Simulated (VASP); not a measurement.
TiAl15N16 (a cell with a defect):

```
CELL_PARAMETERS angstrom
6.22000 0.00000 0.00000
-3.11000 5.38668 0.00000
0.00000 0.00000 9.96000
ATOMIC_POSITIONS crystal
Ti 0.33333 0.16667 0.00000
Al 0.33333 0.16667 0.50000
Al 0.33333 0.66667 0.00000
Al 0.33333 0.66667 0.50000
Al 0.83333 0.16667 0.00000
Al 0.83333 0.16667 0.50000
Al 0.83333 0.66667 0.00000
Al 0.83333 0.66667 0.50000
Al 0.16667 0.33333 0.25000
Al 0.16667 0.33333 0.75000
Al 0.16667 0.83333 0.25000
Al 0.16667 0.83333 0.75000
Al 0.66667 0.33333 0.25000
Al 0.66667 0.33333 0.75000
Al 0.66667 0.83333 0.25000
Al 0.66667 0.83333 0.75000
N 0.33333 0.16667 0.19100
N 0.33333 0.16667 0.69100
N 0.33333 0.66667 0.19100
N 0.33333 0.66667 0.69100
N 0.83333 0.16667 0.19100
N 0.83333 0.16667 0.69100
N 0.83333 0.66667 0.19100
N 0.83333 0.66667 0.69100
N 0.16667 0.33333 0.44100
N 0.16667 0.33333 0.94100
N 0.16667 0.83333 0.44100
N 0.16667 0.83333 0.94100
N 0.66667 0.33333 0.44100
N 0.66667 0.33333 0.94100
N 0.66667 0.83333 0.44100
N 0.66667 0.83333 0.94100
```

Base run:

* Program: VASP 6.6.1
* Functional: PBEsol
* Potentials or basis: VASP PAW PBE potentials, release 64 (Ti_sv, Al, N)
* Cutoff: 450 eV
* k mesh: 3 × 3 × 2
* Occupations: gaussian, width 0.03 eV
* Spin: collinear spin, ferromagnetic start
* Hubbard terms: Ti d U = 3 eV

Its results: band gap on the k mesh 0.48 eV, indirect (least direct gap 0.68 eV); net moment 1.00 μB per cell; site moments Ti +0.79; Al +0.00, +0.01, -0.00; N -0.00, +0.00, -0.01 μB; largest force 2.899 eV/Å.

Question: The run is repeated on the same cell with these changes: further incar settings from LREAL = Auto; ALGO = All; EDIFF = 1e-05; NBANDS = 94; ISYM = 0 to LREAL = Auto; ALGO = Normal; EDIFF = 1e-05; NBANDS = 94. What comes out?

Answer: Band gap on the k mesh none (metal or under the smearing width); net moment -1.00 μB per cell; site moments Ti -0.72; Al -0.00, -0.01; N +0.01, -0.00, +0.00, +0.02 μB; largest force 2.573 eV/Å.

Caveats: some runs use coarse meshes; the PAW data sets were made with another functional, which shifts forces and pressure a little.

A k mesh can miss the band edges.
